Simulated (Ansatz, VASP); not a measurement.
# Cross-check of Rh (Rh(110)) between VASP and Ansatz, part 2 of 2

Wanted: the spread between two codes on one cell, functional and k mesh.

VASP 6.6.1 and Ansatz 0.2.0.

So far: The structure; VASP: band structure, r2SCAN.

## (3) Ansatz: band structure, r2SCAN

Level of this step: Ansatz beside VASP: Kohn-Sham DFT, plane waves, r2SCAN (Ansatz).

Ansatz runs on its default PAW (the set named soft_2) files.

The same cell, functional, mesh and smearing now go to Ansatz, which takes its cutoff from its data sets.

The input, input.yaml:

```yaml
crystal:
  lattice:
    - [3.8, 0.0, 0.0]
    - [0.0, 2.6870057685, 0.0]
    - [0.0, 0.0, 26.0610173055]
  atoms:
    - { symbol: Rh, position: [0.0, 0.0, 0.3453433876] }
    - { symbol: Rh, position: [0.5, 0.5, 0.3968955917] }
    - { symbol: Rh, position: [0.0, 0.0, 0.4484477959] }
    - { symbol: Rh, position: [0.5, 0.5, 0.5] }
    - { symbol: Rh, position: [0.0, 0.0, 0.5515522041] }
    - { symbol: Rh, position: [0.5, 0.5, 0.6031044083] }
    - { symbol: Rh, position: [0.0, 0.0, 0.6546566124] }
hamiltonian:
  xc: r2scan
  pseudopotentials: { kind: paw }
kpoints:
  mp_grid: { grid: [11, 15, 1] }
  band_path:
    path:
      - [0.0, 0.0, 0.0]
      - [-0.07692, 0.0, 0.0]
      - [-0.15385, 0.0, 0.0]
      - [-0.26923, 0.0, 0.0]
      - [-0.34615, 0.0, 0.0]
      - [-0.42308, 0.0, 0.0]
      - [-0.5, 0.0, 0.0]
      - [-0.5, -0.07692, 0.0]
      - [-0.5, -0.19231, 0.0]
      - [-0.5, -0.26923, 0.0]
      - [-0.5, -0.34615, 0.0]
      - [-0.5, -0.46154, 0.0]
      - [-0.5, -0.5, 0.0]
      - [-0.42308, -0.5, 0.0]
      - [-0.30769, -0.5, 0.0]
      - [-0.23077, -0.5, 0.0]
      - [-0.11538, -0.5, 0.0]
      - [-0.03846, -0.5, 0.0]
      - [0.0, -0.5, 0.0]
      - [0.0, -0.38462, 0.0]
      - [0.0, -0.30769, 0.0]
      - [0.0, -0.23077, 0.0]
      - [0.0, -0.11538, 0.0]
      - [0.0, -0.03846, 0.0]
      - [-0.03846, -0.03846, 0.0]
      - [-0.11538, -0.11538, 0.0]
      - [-0.19231, -0.19231, 0.0]
      - [-0.30769, -0.30769, 0.0]
      - [-0.38462, -0.38462, 0.0]
      - [-0.5, -0.5, 0.0]
    npoints: 1
scf:
  occupations: { method: fermi_dirac, width: 0.1 }
  n_extra_bands: 9
efield:
  axis: 3
  dipole_correction: true
  ramp_width: 0.04
output:
  forces: true
  eigenvalues: true
  write_density: true
  write_potential: true
  elf: true
  volumetric_format: npy
```

Command:

```sh
> ansatz run input.yaml --threads 4 --pin off --max-ram 9216MiB --backend cpu --events-out ev --progress --plain --runs-dir out
```

Numbers of over 12 decimals in the logs are rounded to 6 here.

What it wrote:

```text
scf.n_extra_bands = 9 over 60 filled bands (N_el = 119.0): the run solves 69 bands
Engine: ansatz 0.2.0, aarch64-unknown-linux-gnu
Pseudopotentials: kind: paw
Pseudopotential: Rh, paw, valence charge 17, recommended cutoff 500 eV (meta_gga), Rh.paw.azcp
Functional definition: r2SCAN
  parameter k0 = 0.174
  parameter k1 = 0.065
  parameter a1 = 4.9479
  exchange = r2scan_x(k0 = k0, k1 = k1, a1 = a1)
  correlation = r2scan_c
Crystal: 7 atoms, lattice volume = 266.099 Å³
Basis set: ecut = 500 eV, 6687 PW (Γ), exchange–correlation on 120×80×768 points (64 copies of the dense FFT grid, shifted against one another)
Bands: 69, of which v1, the nominal top of the filled ones, is band 60 counted from 1 (59 counted from 0)
Symmetry: 4 space group operations
k-points: 48 of 165
Non-local potential: Rh, projectors of the file, l = 0: 3, l = 1: 2, l = 2: 2, l = 3: 1
PAW form: soft (Blöchl's): semilocal exchange-correlation on the pseudo side does not see the compensation charge
PAW frozen core: Rh, regenerated for the run's functional (the file was generated under x = pbe(κ = 0.804, μ = 0.219515), c = pbe(β = 0.066725))
PAW one-centre angular grid: Rh, 590 points (default); XC on 160 Gauss nodes
Initial density: superposition of atomic densities (neutral atoms: chi_scale 0, normalization atom), corrected by the library's trained network
Initial wavefunctions: pseudopotential atomic-orbital guess
Functional: x = r2scan, c = r2scan; τ floored in thin density (d = 2e-4 eV/Å³)
SCF iter   1: F=—  HF=-44903.472410 eV  |F-HF|=—  |Δ(HF+E_count)|=         —  Δρ=8.40e-3  dr2=2.31e-1  dr2_τ=6.02e-2  ethr=1.77e-3  p=0.000 e·Å  D=1.56e-13 V/Å  ΔV_dip=-0.00 eV  dr2_dipole=5.52e-8  V_vac-E_F(+/−)=4.61/4.61 eV  ⟨swp⟩=8.0  Hψ=14245  notcnv=0
efield: sawtooth ramp at fractional position 0.9800 (placed from the atoms, in the widest stretch of the axis that holds none; the zero of the levels goes with the place), width 0.0400; the density the first Hamiltonian is built on has a dipole p = 0.000 e·Å; the dipole correction subtracts the counter field D = 1.56e-13 V/Å, which shifts the + side's vacuum level by -0.00 eV against the − side's; the planar-averaged density in the ramp window peaks in size at 3.5e-5 e/Å³
preconditioner: auto → LDOS  [metal: Δε(μ)=0.004 eV  Ē_g=4.649 eV  σ=0.100 eV  W_gap=0.01  n_scr=54 (ndim 8)  ℏωp=18.1 eV  f_vac=0.578  D(μ)=11.53/eV (n_scr^D=86)  β→1.0]
SCF iter   2: F=—  HF=-44903.544375 eV  |F-HF|=—  |Δ(HF+E_count)|=   7.20e-2  Δρ=1.95e-3  dr2=1.14e-2  dr2_τ=2.60e-3  ethr=1.94e-4  p=0.000 e·Å  D=4.10e-7 V/Å  ΔV_dip=-0.00 eV  dr2_dipole=5.43e-8  V_vac-E_F(+/−)=4.69/4.69 eV  ⟨swp⟩=2.4  Hψ=5770  notcnv=0  defer=5
SCF iter   3: F=—  HF=-44903.546893 eV  |F-HF|=—  |Δ(HF+E_count)|=   2.52e-3  Δρ=1.18e-3  dr2=3.69e-3  dr2_τ=2.05e-4  ethr=9.55e-6  p=0.000 e·Å  D=3.85e-7 V/Å  ΔV_dip=-0.00 eV  dr2_dipole=6.14e-9  V_vac-E_F(+/−)=4.66/4.66 eV  ⟨swp⟩=2.9  Hψ=7620  notcnv=0  defer=5
SCF iter   4: F=—  HF=-44903.546575 eV  |F-HF|=—  |Δ(HF+E_count)|=   3.17e-4  Δρ=4.00e-4  dr2=6.39e-4  dr2_τ=2.85e-5  ethr=3.10e-6  p=-0.000 e·Å  D=-4.18e-7 V/Å  ΔV_dip=0.00 eV  dr2_dipole=1.51e-10  V_vac-E_F(+/−)=4.67/4.67 eV  ⟨swp⟩=2.1  Hψ=5034  notcnv=0  defer=5
SCF iter   5: F=—  HF=-44903.546583 eV  |F-HF|=—  |Δ(HF+E_count)|=   7.47e-6  Δρ=1.91e-4  dr2=1.03e-4  dr2_τ=5.58e-6  ethr=5.37e-7  p=-0.000 e·Å  D=-8.63e-8 V/Å  ΔV_dip=0.00 eV  dr2_dipole=4.49e-11  V_vac-E_F(+/−)=4.66/4.66 eV  ⟨swp⟩=2.1  Hψ=4914  notcnv=0  defer=5
SCF iter   6: F=—  HF=-44903.546571 eV  |F-HF|=—  |Δ(HF+E_count)|=   1.12e-5  Δρ=3.89e-5  dr2=5.11e-6  dr2_τ=2.01e-7  ethr=8.67e-8  p=-0.000 e·Å  D=-1.17e-7 V/Å  ΔV_dip=0.00 eV  dr2_dipole=1.05e-11  V_vac-E_F(+/−)=4.66/4.66 eV  ⟨swp⟩=2.0  Hψ=4962  notcnv=0  defer=5
SCF iter   7: F=—  HF=-44903.546976 eV  |F-HF|=—  |Δ(HF+E_count)|=   4.05e-4  Δρ=1.50e-5  dr2=8.51e-7  dr2_τ=3.27e-8  ethr=4.30e-9  p=-0.000 e·Å  D=-6.86e-8 V/Å  ΔV_dip=0.00 eV  dr2_dipole=7.78e-13  V_vac-E_F(+/−)=4.66/4.66 eV  ⟨swp⟩=2.7  Hψ=6850  notcnv=0  defer=5
SCF iter   8: F=—  HF=-44903.546976 eV  |F-HF|=—  |Δ(HF+E_count)|=   5.96e-8  Δρ=4.45e-6  dr2=1.03e-7  dr2_τ=5.45e-9  ethr=7.15e-10  p=-0.000 e·Å  D=-6.75e-9 V/Å  ΔV_dip=0.00 eV  dr2_dipole=4.83e-12  V_vac-E_F(+/−)=4.66/4.66 eV  ⟨swp⟩=2.0  Hψ=4918  notcnv=0  defer=5
SCF iter   9: F=-44903.546976 eV  HF=-44903.546976 eV  |F-HF|=1.83e-8  |Δ(HF+E_count)|=   6.53e-8  Δρ=2.05e-6  dr2=1.11e-8  dr2_τ=9.93e-10  ethr=8.40e-11  p=-0.000 e·Å  D=-5.76e-9 V/Å  ΔV_dip=0.00 eV  dr2_dipole=2.29e-13  V_vac-E_F(+/−)=4.66/4.66 eV  ⟨swp⟩=14.1  Hψ=27222  notcnv=0
SCF 1 converged in 9 iterations: F = -44903.546976 eV  dr2 = 1.11e-8
  greatest PAW one-centre occupation: 1.000 electrons in one spin orbital (limit 2), on the Rh atom at site 6 (counted from 0), in its partial waves of l = 1
NSCF: frozen V_eff on 30 k-points
efield: sawtooth ramp at fractional position 0.9800 (kept from the solve that this one continues, or follows in the run), width 0.0400; the density the first Hamiltonian is built on has a dipole p = -0.000 e·Å; the dipole correction subtracts the counter field D = -5.76e-9 V/Å, which shifts the + side's vacuum level by +0.00 eV against the − side's; the planar-averaged density in the ramp window peaks in size at 2.6e-5 e/Å³
WARN: The output density's exchange-correlation potential varies sharply where the density is thin. Do not read a vacuum level from v_tot or v_xc, or from such a field of the output density. On a cell that repeats whose density bears no net charge and no dipole along the vacuum's axis use v_es (v_loc + v_h of the components); under efield.dipole_correction with no amplitude use v_es + v_field, which holds any externa [...]
SCF converged after 9 iterations
Free energy (F): -44903.546976 eV
Harris-Foulkes:  -44903.546976 eV  (|F-HF|=1.83e-8)
Internal energy: -44903.160862 eV  (E = F + TS)
E sigma→0 (E₀):  -44903.353919 eV
Entropy (-TS):   -0.386115 eV (-55.159 meV/atom)
Fermi energy:    5.050607 eV
Dipole field:    D = -0.000001 V/Å  (p = -0.000001 e·Å, saw-weighted, corrected)
Work function:   Φ+ = 4.6573 eV   Φ− = 4.6573 eV
Levels:          The Fermi level and band energies are counted from a zero that moves with the ramp; work functions are not
--- Per-component energies (eV) ---
  E_band       = -2724.258932
  E_kinetic    = 4005.091161
  E_local      = -234660.519198  (includes V_loc(G=0)·N_el)
  E_nonlocal   = 2494.905125
  E_hartree    = 114702.181322
  E_xc         = -1510.773234
  E_vxc        = -2189.237511  (∫ρ·V_xc dr)
  E_paw        = -25232.260458  (= ΣΔE_a)
  E_vpaw       = -1927.529083  (= ΣTr[D̂ρ^β])
  E_aug_tail   = 0.004762  (compensation charges beyond the density's cutoff)
  E_vtau       = 148.664199  (kinetic-family band-sum trace: ∫τ·v_τ [+ j·A + Jᵃ·Aᵃ] dr)
  E_efield     = 0.000000  (sawtooth field / dipole correction)
  E_vefield    = 0.000000  (∫n·V_field dr)
  E_ewald      = 95300.799374
  E_core_change = -2.589716  (= ΣΔE_core)
  E_smearing   = -0.386115  (= −TS)
  E_closure    = -0.000000  (closes the sum)
  Σ components = -44903.546976   (vs F -44903.546976, Δ=0.00e0)
--- Forces (eV/Å), atoms counted from 1 ---
  atom   1  Rh     0.00000000     0.00000000     1.01658404
  atom   2  Rh     0.00000000     0.00000000    -0.57490202
  atom   3  Rh     0.00000000     0.00000000    -0.21108948
  atom   4  Rh     0.00000000     0.00000000     0.00000055
  atom   5  Rh     0.00000000     0.00000000     0.21108946
  atom   6  Rh     0.00000000     0.00000000     0.57490124
  atom   7  Rh     0.00000000     0.00000000    -1.01658357
  max |Σ_I F_I| component: 2.15e-7 eV/Å
--- Band table (eV; the first three rows and the last of 48) ---
  k-point 0: bands = [... 56 lower, 4.2450, 4.3069, 4.3599, 4.8045, 4.9753, 5.1419, 5.4427, 5.4598, ... 5 higher]
  k-point 1: bands = [... 56 lower, 4.1159, 4.4019, 4.4628, 4.7118, 5.0425, 5.2430, 5.2577, 5.3284, ... 5 higher]
  k-point 2: bands = [... 56 lower, 4.2148, 4.4532, 4.5241, 4.5505, 5.0582, 5.1300, 5.1677, 5.1744, ... 5 higher]
  k-point 47: bands = [... 56 lower, 5.4199, 5.5164, 5.5506, 5.6361, 5.6468, 5.8010, 5.8748, 6.9613, ... 5 higher]
```

It took 79 s on 4 threads of Arm Neoverse V1, shared host; peak memory 1.6 GiB.

## (4) Differences

Known differences besides the potentials themselves: VASP keeps PBE cores, Ansatz makes them for the functional; the data sets hold 119 valence electrons in Ansatz (default PAW (the set named soft_2) files) and 63 in VASP; the cutoff is 500 eV in Ansatz and 300 eV in VASP (PREC = Normal). Total energies have different zeros and are not compared.

Compared:

```tsv
quantity	Ansatz	VASP	difference
work function, lower of the two faces (eV)	4.66	4.65	+0.01
work function, higher of the two faces (eV)	4.66	4.65	+0.01
```

Forces (eV/Å; atoms numbered as in POSCAR):

```tsv
atom	Ansatz x, y, z	VASP x, y, z
Rh1	0.000, 0.000, 1.017	0.000, 0.000, 0.992
Rh2	0.000, 0.000, -0.575	0.000, 0.000, -0.612
Rh3	0.000, 0.000, -0.211	0.000, 0.000, -0.214
Rh4	0.000, 0.000, 0.000	0.000, 0.000, 0.000
Rh5	0.000, 0.000, 0.211	0.000, 0.000, 0.214
Rh6	0.000, 0.000, 0.575	0.000, 0.000, 0.612
Rh7	0.000, 0.000, -1.017	0.000, 0.000, -0.992
```

The forces differ by 14 meV/Å r.m.s., which is 3.8 % of the r.m.s. force of 0.37 eV/Å (both taken over all components). Levels from 3 eV below to 2 eV above the Fermi level differ by 6 meV r.m.s. and 32 meV at most; each VASP level is matched to the nearest of Ansatz, which flatters the figure a little. VASP's log warns that it found no field-free region in the vacuum, so its work functions are uncertain.

## (5) Other set-ups

Further runs change the set-up of one program: Ansatz's method, potentials or start, or VASP's data sets, cutoff or form of LDA. The table gives Ansatz less VASP for each quantity, since a change that brings one quantity closer may part another.

```tsv
run	r.m.s. force difference (meV/Å)	work function, lower of the two faces (eV)	work function, higher of the two faces (eV)
as above	14	0.0063	0.0063
cores kept as stored	15	0.0064	0.0064
Ansatz's larger PAW set (cutoff 640 eV)	11	0.0049	0.0049
norm-conserving potentials (cutoff 1197 eV)	12	0.0057	0.0059
```

## (6) What came out

```json
{"r.m.s. force difference (band structure, r2SCAN)": "3.8 % of the r.m.s. force"}
```

The r.m.s. force difference is 3.8 % of the r.m.s. force (band structure, r2SCAN), beyond the 3 % picked in this series as the mark of a large difference. For band structure, r2SCAN, no further run moves any of the tabulated differences by more than a quarter of its size. How closely two codes agree says nothing of how well the functional describes the real material.

[Lines on the potential files, build, host, timing and source positions are cut from VASP's logs without a mark.]

[Logs are printed without paths, hosts, clocks, repeated set-up lines and the standing remarks that a program may print on its own settings, such as how far it seeks lower states.]

[Hosts, paths, dates, database ids (printed as entryN), source tags and the programs' standing remarks are cut or masked in the printed files.]
